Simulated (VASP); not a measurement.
Method: TPSS meta-GGA, VASP's PBE PAW potentials (set 64) (plane waves; VASP 6.6.1).

VASP input:

**INCAR**
```
! general
SYSTEM =Zn
PREC   =Accurate
ENCUT  =520
LREAL  =F   ! projection in real space or not
LASPH  =T   ! aspherical one-centre terms

! electronic loop
EDIFF  =1E-7
NELM   =100
ALGO   =Normal   ! blocked Davidson
LMAXMIX=4   ! l cut-off of mixed one-centre charges
LMIXTAU=T

! smearing
ISMEAR =1   ! Methfessel-Paxton
SIGMA  =0.1   ! width (eV)

! functional
METAGGA=TPSS

! ions
IBRION =2   ! conjugate gradients
NSW    =30   ! most ionic steps
ISIF   =4   ! ions and shape, fixed volume
EDIFFG =-0.01

! output
LWAVE  =F
LCHARG =F
```

### KPOINTS
```
Automatic mesh
0
Gamma
16 16 8
0 0 0
```

File POSCAR:
```
Zn
1
    1.3388514041    -2.3189590810     0.0000000000
    1.3388514041     2.3189590810     0.0000000000
    0.0000000000     0.0000000000     4.6842416501
Zn
2
Direct
  0.3333330000   0.6666670000   0.2500000000
  0.6666670000   0.3333330000   0.7500000000
```

POTCAR, in this order: Zn (PBE.64 set). Program: vasp_std.

Task: Predict the energy per atom (σ→0), band gap (on the k-mesh).

Result: 
```json
{
 "energy per atom (σ→0)": "-9.143 eV/atom",
 "band gap (on the k-mesh)": "none (metal, semimetal or under 0.01 eV)"
}
```

File OSZICAR:
```
...
DAV:   6    -0.182857550366E+02   -0.35355E-03   -0.25226E-04  5912   0.388E-01    0.689E-03
DAV:   7    -0.182858493156E+02   -0.94279E-04   -0.42999E-05  5616   0.138E-01    0.394E-03
DAV:   8    -0.182858557639E+02   -0.64484E-05   -0.28074E-06  5384   0.276E-02    0.116E-03
DAV:   9    -0.182858560663E+02   -0.30237E-06   -0.27351E-07  4432   0.746E-03    0.228E-04
DAV:  10    -0.182858556646E+02    0.40167E-06   -0.48377E-08  2568   0.287E-03    0.920E-05
DAV:  11    -0.182858558788E+02   -0.21418E-06   -0.82117E-09  2544   0.196E-03    0.751E-05
DAV:  12    -0.182858559103E+02   -0.31509E-07   -0.11663E-09  2480   0.468E-04
   3 F= -.18285856E+02 E0= -.18285862E+02  d E =-.800170E-02
```

The compound is Zn in the hcp structure. This cell is one point of a volume scan, at 1.03 of the reference volume. Symmetry was kept, so distortions that lower it aren't found.
